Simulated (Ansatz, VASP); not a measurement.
# Cross-check of SbAs between VASP and Ansatz

Aim: how closely do two programs agree when they are given the same cell, functional and k mesh? The cell is taken from a series of runs on this material, whose earlier steps may have relaxed, scaled, displaced or heated it; both programs get it as it stands.

Main program and level: Ansatz 0.2.0; plane waves, with VASP 6.6.1 beside it; relaxation of cell and atoms at PBEsol with D3(BJ), spin-orbit coupling.

**1. The structure**

The structure is trigonal, space group R3m (No. 160). Conventional cell: a = 4.009 Å, b = 4.009 Å, c = 10.222 Å, α = 90.00°, β = 90.00°, γ = 120.00°. Sb has 6 As at 2.72 to 3.04 Å nearest. Nearest to As lie 6 Sb at 2.72 to 3.04 Å. Farther neighbours are not listed.

**2. Ansatz: relaxation of cell and atoms, PBEsol with D3(BJ), spin-orbit coupling**

Ansatz runs on its fully relativistic PAW (standard-fr) files.

The relaxed volume is the usual yardstick between codes: in a stiff, nearly cubic crystal its relative difference is about their pressure difference at one cell divided by the bulk modulus.

File input.yaml:

```yaml
crystal:
  lattice:
    - [2.0044674289, 1.1572798097, 3.4072630027]
    - [-2.0044674289, 1.1572798097, 3.4072630027]
    - [0.0, -2.3145596192, 3.4072630028]
  atoms:
    - { symbol: Sb, position: [0.2365493568, 0.2365493568, 0.2365493568] }
    - { symbol: As, position: [0.7634486432, 0.7634486432, 0.7634486432] }
kpoints:
  mp_grid: { grid: [15, 15, 15] }
hamiltonian:
  xc: pbesol
  dispersion: d3bj
  pseudopotentials: { kind: paw_fr }
scf:
  occupations: { method: methfessel_paxton, width: 0.2 }
output:
  forces: true
  stress: true
  eigenvalues: true
magnetization:
  noncollinear: true
  spin_orbit: true
relax:
  adjacent_minimum: "off"
  f_tol: 0.001
  max_steps: 60
  cell: { stress_tol: 0.01 }
```

Started as:

```console
$ ansatz run input.yaml --threads 4 --pin off --max-ram 15360MiB --backend cpu --events-out ev --progress --plain --runs-dir out
```

Numbers of over 12 decimals in the logs are rounded to 6 here.

What it wrote:

```text
Engine: ansatz 0.2.0, aarch64-unknown-linux-gnu
Pseudopotentials: kind: paw_fr
Pseudopotential: Sb, paw_fr, valence charge 15, recommended cutoff 420 eV (normal), Sb.paw.azcp#standard-fr
Pseudopotential: As, paw_fr, valence charge 15, recommended cutoff 420 eV (normal), As.paw.azcp#standard-fr
Functional definition: PBEsol
  exchange = pbesol_x
  correlation = pbesol_c
non-collinear run that drives no moment, with spin-orbit: no starting moment large enough to seed its density (crystal.atoms[].spin), no starting occupations that ask for one, no magnetisation constraint and no magnetic field, so the semilocal B_xc is pinned to zero
Crystal: 2 atoms, lattice volume = 47.424 Å³
Basis set: ecut = 420 eV, 935 PW (Γ), exchange–correlation on 60×60×60 points (8 copies of the dense FFT grid, shifted against one another)
Bands: 38, of which v1, the nominal top of the filled ones, is band 30 counted from 1 (29 counted from 0)
Symmetry: 6 space group operations + 6 with time reversal
Magnetic group: BNS 160.66 (UNI 1296), of the structure as read, at distance tolerance 3.6e-5 Å
k-points: 344 of 3375 (time reversal used)
Projection manifold: j_resolved (fully-relativistic pseudo-atomic orbitals)
Non-local potential: Sb, projectors of the file, l = 0: 2, l = 1: 4, l = 2: 4, l = 3: 4
Non-local potential: As, projectors of the file, l = 0: 2, l = 1: 4, l = 2: 6, l = 3: 2
PAW form: soft (Blöchl's): semilocal exchange-correlation on the pseudo side does not see the compensation charge
PAW frozen core: Sb, regenerated for the run's functional, and the local potential with it (the file was generated under x = pbe(κ = 0.804, μ = 0.219515), c = pbe(β = 0.066725))
PAW frozen core: As, regenerated for the run's functional, and the local potential with it (the file was generated under x = pbe(κ = 0.804, μ = 0.219515), c = pbe(β = 0.066725))
PAW one-centre angular grid: Sb, 590 points (default); XC on 64 Gauss nodes
PAW one-centre angular grid: As, 590 points (default); XC on 64 Gauss nodes
Initial density: superposition of atomic densities (chi_scale 0.1, normalization cell, long waves kept (reshape's long-wave potential 0.00 eV rms))
Initial wavefunctions: pseudopotential atomic-orbital guess
Functional: x = pbesol(κ = 0.804, μ = 0.123457), c = pbesol(β = 0.046)
SCF iter   1: F=—  HF=-11224.491957 eV  |F-HF|=—  |Δ(HF+E_count)|=         —  Δρ=1.91e-2  dr2=1.36e-1  dr2_m=0.00e0 (ungated)  ethr=3.10e-3  |M|=0.00e0 ∫|m|=0.00e0 μB  |m|>n=0.0e0 m-floor=0.0e0 τ_xc=0.0e0  β_m=0.30  ⟨swp⟩=8.6  Hψ=66418  notcnv=0
preconditioner: auto → Kerker (q_TF=auto, 2.528 Å⁻¹)  [metal: Δε(μ)=0.056 eV  Ē_g=9.719 eV  σ=0.200 eV  W_gap=0.23  n_scr=14 (ndim 8)  ℏωp=17.1 eV  f_vac=0.000  D(μ)=0.17/eV (n_scr^D=0)]
spin=Noncollinear: Kerker preconditioning applied to the charge; magnetization (m_x, m_y, m_z) channels mix plain (no charge-response kernel on spin).
SCF iter   2: F=—  HF=-11224.483747 eV  |F-HF|=—  |Δ(HF+E_count)|=   8.21e-3  S|Δr|=    0.00e0  Δρ=1.49e-2  dr2=8.55e-2  dr2_m=0.00e0 (ungated)  ethr=4.54e-4  |M|=0.00e0 ∫|m|=0.00e0 μB  |m|>n=0.0e0 m-floor=0.0e0 τ_xc=0.0e0  β_m=0.61  ⟨swp⟩=1.0  Hψ=15824  notcnv=0
SCF iter   3: F=—  HF=-11224.471883 eV  |F-HF|=—  |Δ(HF+E_count)|=   1.19e-2  S|Δr|=    0.00e0  Δρ=2.39e-3  dr2=2.92e-3  dr2_m=0.00e0 (ungated)  ethr=2.85e-4  |M|=0.00e0 ∫|m|=0.00e0 μB  |m|>n=0.0e0 m-floor=0.0e0 τ_xc=0.0e0  β_m=0.63  ⟨swp⟩=2.1  Hψ=15358  notcnv=0
SCF iter   4: F=—  HF=-11224.471380 eV  |F-HF|=—  |Δ(HF+E_count)|=   5.03e-4  S|Δr|=    0.00e0  Δρ=1.31e-3  dr2=1.14e-3  dr2_m=0.00e0 (ungated)  ethr=9.74e-6  |M|=0.00e0 ∫|m|=0.00e0 μB  |m|>n=0.0e0 m-floor=0.0e0 τ_xc=0.0e0  β_m=0.82  ⟨swp⟩=2.0  Hψ=22589  notcnv=0
SCF iter   5: F=—  HF=-11224.471384 eV  |F-HF|=—  |Δ(HF+E_count)|=   3.84e-6  S|Δr|=    0.00e0  Δρ=4.17e-4  dr2=1.22e-4  dr2_m=0.00e0 (ungated)  ethr=3.80e-6  |M|=0.00e0 ∫|m|=0.00e0 μB  |m|>n=0.0e0 m-floor=0.0e0 τ_xc=0.0e0  β_m=0.83  ⟨swp⟩=3.0  Hψ=19182  notcnv=0
SCF iter   6: F=—  HF=-11224.471385 eV  |F-HF|=—  |Δ(HF+E_count)|=   1.11e-6  S|Δr|=    0.00e0  Δρ=1.72e-4  dr2=1.82e-5  dr2_m=0.00e0 (ungated)  ethr=4.08e-7  |M|=0.00e0 ∫|m|=0.00e0 μB  |m|>n=0.0e0 m-floor=0.0e0 τ_xc=0.0e0  β_m=0.83  ⟨swp⟩=2.0  Hψ=22571  notcnv=0
SCF iter   7: F=—  HF=-11224.471385 eV  |F-HF|=—  |Δ(HF+E_count)|=   1.24e-7  S|Δr|=    0.00e0  Δρ=4.97e-5  dr2=1.16e-6  dr2_m=0.00e0 (ungated)  ethr=6.05e-8  |M|=0.00e0 ∫|m|=0.00e0 μB  |m|>n=0.0e0 m-floor=0.0e0 τ_xc=0.0e0  β_m=0.88  ⟨swp⟩=2.0  Hψ=22576  notcnv=0
SCF iter   8: F=-11224.471385 eV  HF=-11224.471385 eV  |F-HF|=7.47e-9  |Δ(HF+E_count)|=   1.08e-7  S|Δr|=    0.00e0  Δρ=6.62e-6  dr2=1.28e-8  dr2_m=0.00e0 (ungated)  ethr=3.33e-10  |M|=0.00e0 ∫|m|=0.00e0 μB  |m|>n=0.0e0 m-floor=0.0e0 τ_xc=0.0e0  ⟨swp⟩=7.3  Hψ=58787  notcnv=0
SCF 1 converged in 8 iterations: F = -11224.471385 eV  dr2 = 1.28e-8
[...]
SCF iter   2: F=—  HF=-11224.471390 eV  |F-HF|=—  |Δ(HF+E_count)|=   1.17e-8  S|Δr|=    0.00e0  Δρ=1.66e-5  dr2=1.06e-7  dr2_m=0.00e0 (ungated)  ethr=5.49e-10  |M|=0.00e0 ∫|m|=0.00e0 μB  |m|>n=0.0e0 m-floor=0.0e0 τ_xc=0.0e0  β_m=0.65  ⟨swp⟩=1.0  Hψ=13072  notcnv=0
[...]
spin=Noncollinear: Kerker preconditioning applied to the charge; magnetization (m_x, m_y, m_z) channels mix plain (no charge-response kernel on spin).
SCF iter   2: F=—  HF=-11224.471392 eV  |F-HF|=—  |Δ(HF+E_count)|=   8.52e-8  S|Δr|=    0.00e0  Δρ=1.42e-6  dr2=1.29e-9  dr2_m=0.00e0 (ungated)  ethr=4.68e-12  |M|=0.00e0 ∫|m|=0.00e0 μB  |m|>n=0.0e0 m-floor=0.0e0 τ_xc=0.0e0  β_m=0.37  ⟨swp⟩=3.9  Hψ=33307  notcnv=0
SCF iter   3: F=—  HF=-11224.471392 eV  |F-HF|=—  |Δ(HF+E_count)|=  2.91e-11  S|Δr|=    0.00e0  Δρ=1.10e-6  dr2=8.24e-10  dr2_m=0.00e0 (ungated)  ethr=4.31e-12  |M|=0.00e0 ∫|m|=0.00e0 μB  |m|>n=0.0e0 m-floor=0.0e0 τ_xc=0.0e0  β_m=0.69  ⟨swp⟩=1.0  Hψ=13072  notcnv=0
SCF iter   4: F=—  HF=-11224.471392 eV  |F-HF|=—  |Δ(HF+E_count)|=  1.16e-10  S|Δr|=    0.00e0  Δρ=2.70e-7  dr2=3.02e-11  dr2_m=0.00e0 (ungated)  ethr=2.75e-12  |M|=0.00e0 ∫|m|=0.00e0 μB  |m|>n=0.0e0 m-floor=0.0e0 τ_xc=0.0e0  β_m=0.84  ⟨swp⟩=2.1  Hψ=16766  notcnv=0
SCF iter   5: F=—  HF=-11224.471392 eV  |F-HF|=—  |Δ(HF+E_count)|=  1.82e-12  S|Δr|=    0.00e0  Δρ=1.32e-7  dr2=9.45e-12  dr2_m=0.00e0 (ungated)  ethr=1.01e-13 (applied; sched 1.00e-12)  |M|=0.00e0 ∫|m|=0.00e0 μB  |m|>n=0.0e0 m-floor=0.0e0 τ_xc=0.0e0  β_m=0.74  ⟨swp⟩=2.8  Hψ=23326  notcnv=0
SCF iter   6: F=—  HF=-11224.471392 eV  |F-HF|=—  |Δ(HF+E_count)|=  5.46e-12  S|Δr|=    0.00e0  Δρ=7.78e-8  dr2=2.91e-12  dr2_m=0.00e0 (ungated)  ethr=3.15e-14 (applied; sched 1.00e-12)  |M|=0.00e0 ∫|m|=0.00e0 μB  |m|>n=0.0e0 m-floor=0.0e0 τ_xc=0.0e0  β_m=0.79  ⟨swp⟩=2.7  Hψ=23226  notcnv=0
SCF iter   7: F=—  HF=-11224.471392 eV  |F-HF|=—  |Δ(HF+E_count)|=    0.00e0  S|Δr|=    0.00e0  Δρ=5.01e-8  dr2=1.31e-12  dr2_m=0.00e0 (ungated)  ethr=9.71e-15 (applied; sched 1.00e-12)  |M|=0.00e0 ∫|m|=0.00e0 μB  |m|>n=0.0e0 m-floor=0.0e0 τ_xc=0.0e0  β_m=0.85  ⟨swp⟩=2.0  Hψ=22384  notcnv=0
SCF iter   8: F=-11224.471392 eV  HF=-11224.471392 eV  |F-HF|=0.00e0  |Δ(HF+E_count)|=    0.00e0  S|Δr|=    0.00e0  Δρ=1.65e-8  dr2=1.48e-13  dr2_m=0.00e0 (ungated)  ethr=1.00e-12  |M|=0.00e0 ∫|m|=0.00e0 μB  |m|>n=0.0e0 m-floor=0.0e0 τ_xc=0.0e0  ⟨swp⟩=4.1  Hψ=40836  notcnv=0
SCF 4 converged in 8 iterations: F = -11224.471392 eV  dr2 = 1.48e-13
relax step   4: F+E_penalty+E_count = -11224.47139202 eV  Δ(F+E_penalty+E_count) = -1.767e-6 eV  max|allowed force component| = 9.298e-4 eV/Å  Δτ_max = 0.0000 Å  P = +0.002 GPa  Ω = 47.435 Å³  stress off target by 1.68e-3 GPa  SCF on the basis re-selected at this cell (its energy is not comparable with the rows above)  (8 SCF iters)
basis re-selected at this cell: Δ(F+E_penalty+E_count) = -1.767e-6 eV, ΔP = -0.000 GPa vs the last step (what re-selecting the basis moved, of the pressure what is left beyond the Pulay correction that the steps carried, after the strain that the cell walked since its last selection, with what the two solves' SCF thresholds leave and, on support functions, any second-order correction that the steps lacked; it is no m [...]
SCF converged after 8 iterations
Stability not checked: this state was not tested for a lower state beside it, because cold or Methfessel-Paxton smearing, or corrected tetrahedra, fill the levels in a way that the test cannot read (fill_not_monotonic; see scf.lower_state_search)
Magnetization: |M| = 0.0000 μB,  M = (+0.0000, +0.0000, +0.0000) μB
Absolute magnetization: 0.0000 μB (∫|m|)
  site 0: m = (+0.0000, +0.0000, +0.0000) μB, |m| = 0.0000 μB  (R = 1.12 Å)
  site 1: m = (+0.0000, +0.0000, +0.0000) μB, |m| = 0.0000 μB  (R = 1.12 Å)
Free energy (F): -11224.471392 eV
Harris-Foulkes:  -11224.471392 eV  (|F-HF|=0.00e0)
Internal energy: -11224.472829 eV  (E = F + TS)
E sigma→0 (E₀):  -11224.471751 eV
Entropy (-TS):   0.001437 eV (0.718 meV/atom)
Fermi energy:    11.433803 eV
Step filling:    the computed levels leave a gap of 0.0001 eV = 0.0 smearing widths at the electron count; against every level under it full and every level over it empty, smearing changes F+E_penalty+E_count by +0.434 meV and its σ→0 estimate by +0.075 meV
--- Per-component energies (eV) ---
  E_band       = -369.394604
  E_kinetic    = 311.868373
  E_local      = -3127.196037  (includes V_loc(G=0)·N_el)
  E_nonlocal   = -303.479017
  E_hartree    = 1594.514299
  E_xc         = -217.359021
  E_vxc        = -177.254704  (∫ρ·V_xc dr)
  E_paw        = -6295.046196  (= ΣΔE_a)
  E_vpaw       = -262.361846  (= ΣTr[D̂ρ^β])
  E_aug_tail   = 0.000006  (compensation charges beyond the density's cutoff)
  E_ewald      = -3188.187406
  E_disp       = -0.893041  (pairwise vdW)
  E_core_change = 1.305209  (= ΣΔE_core)
  E_smearing   = 0.001437  (= −TS)
  E_closure    = -0.000000  (closes the sum)
  Σ components = -11224.471392   (vs F -11224.471392, Δ=0.00e0)
--- Forces (eV/Å), atoms counted from 1 ---
  atom   1  Sb     0.00000000     0.00000000     0.00092977
  atom   2  As    -0.00000000    -0.00000000    -0.00092977
  max |Σ_I F_I| component: 3.29e-9 eV/Å
--- Stress (GPa, compression-positive) ---
        0.001685      -0.000000      -0.000000
       -0.000000       0.001685      -0.000000
       -0.000000      -0.000000       0.001390
  P = ⅓ Tr σ = 0.0016 GPa (0.016 kbar)
--- Band table (eV; the first three rows and the last of 344) ---
  k-point 0: bands = [... 26 lower, 9.5277, 9.5277, 9.6341, 9.6341, 14.1101, 14.1101, 14.8082, 14.8082, ... 4 higher]
  k-point 1: bands = [... 26 lower, 9.5481, 9.5547, 9.7260, 9.7393, 13.9850, 14.0392, 14.6053, 14.7152, ... 4 higher]
  k-point 2: bands = [... 26 lower, 9.5423, 9.5470, 10.0034, 10.0499, 13.6674, 13.7098, 14.1985, 14.3082, ... 4 higher]
  k-point 343: bands = [... 26 lower, 9.7465, 9.7751, 10.9023, 10.9665, 11.6681, 11.7947, 11.9125, 11.9536, ... 4 higher]
--- Relaxed structure (3 steps of the walk, 3 accepted, 1 SCFs on fresh bases) ---
  F+E_penalty+E_count = -11224.47139202 eV   max|allowed force component| = 9.298e-4 eV/Å   (the final SCF, on the basis selected at the relaxed cell)
  cell:  # Å, volume = 47.4348 Å³
    - [2.005353, 1.157791, 3.405061]
    - [-2.005353, 1.157791, 3.405061]
    - [0, -2.315582, 3.405061]
  atoms:
    - { symbol: Sb, position: [0.236552, 0.236552, 0.236552] }
    - { symbol: As, position: [0.763446, 0.763446, 0.763446] }
```

[end of part 1 of 2]

[Lines on the potential files, build, host, timing and source positions are cut from VASP's logs without a mark.]

[Logs are printed without paths, hosts, clocks, repeated set-up lines and the standing remarks that a program may print on its own settings, such as how far it seeks lower states.]

[Hosts, paths, dates, database ids (printed as entryN), source tags and the programs' standing remarks are cut or masked in the printed files.]
